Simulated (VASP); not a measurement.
VASP input:

**INCAR**
```
LCHARG = .FALSE.
LMAXMIX = 4   # l cut-off of mixed one-centre charges
ALGO = Normal
LREAL = .FALSE.   # projection in real space or not
ISIF = 3
PSTRESS = 100
IBRION = 2   # conjugate gradients
LWAVE = .FALSE.
ISMEAR = 1   # Methfessel-Paxton
ENCUT = 500   # plane-wave cut-off (eV)
LASPH = .TRUE.   # aspherical one-centre terms
EDIFF = 1E-6
NELM = 100
EDIFFG = -0.02
SYSTEM = SnSe2
NSW = 40
PREC = Accurate
SIGMA = 0.1
```

File POSCAR:
```
SnSe2
1.0
  1.8561808513  -3.2150015837   0.0000000000
  1.8561808513   3.2150015837   0.0000000000
  0.0000000000   0.0000000000   5.2640748958
Sn Se
1 2
direct
  0.0000000000   0.0000000000   1.0000000000
  0.3333330000   0.6666670000   0.3003447734
  0.6666670000   0.3333330000   0.6996552266
```

### KPOINTS
```
Automatic mesh
0
Gamma
10 10 6
0 0 0
```

POTCAR, in this order: Sn_d Se (LDA.64 set). Program: vasp_std.

**Question.** Write an equivalent input for Ansatz.

**Answer.** One equivalent input (not run):
Ansatz 0.2 input:
```yaml
crystal:
  lattice:
    - [1.8561809, -3.2150016, 0.0000000]
    - [1.8561809, 3.2150016, 0.0000000]
    - [0.0000000, 0.0000000, 5.2640749]
  atoms:
    - { symbol: Sn, position: [0.0000000, 0.0000000, 1.0000000] }
    - { symbol: Se, position: [0.3333330, 0.6666670, 0.3003448] }
    - { symbol: Se, position: [0.6666670, 0.3333330, 0.6996552] }
kpoints:
  mp_grid: { grid: [10, 10, 6] }
hamiltonian:
  xc: lda
  pseudopotentials: { kind: paw }
scf:
  occupations: { method: methfessel_paxton, width: 0.1 }
  max_iter: 100
relax:
  max_steps: 40
  f_tol: 0.02
  cell: { p_target: 10 }
output: { forces: true, stress: true, eigenvalues: true }
```
What does not carry over: each code has its own PAW files, so the cut-off isn't converted (ENCUT is set for VASP's; basis.ecutwfc is left out, and Ansatz then takes the one that its files recommend); Ansatz stops its SCF on the density residual and VASP on the energy change (EDIFF); Ansatz's lda is the Perdew-Wang form, while the LDA potentials of VASP carry Perdew-Zunger's.

The compound is SnSe2 in the 1T layered structure. This run relaxes it under an external pressure of 10 GPa. Symmetry was kept, so distortions that lower it aren't found.
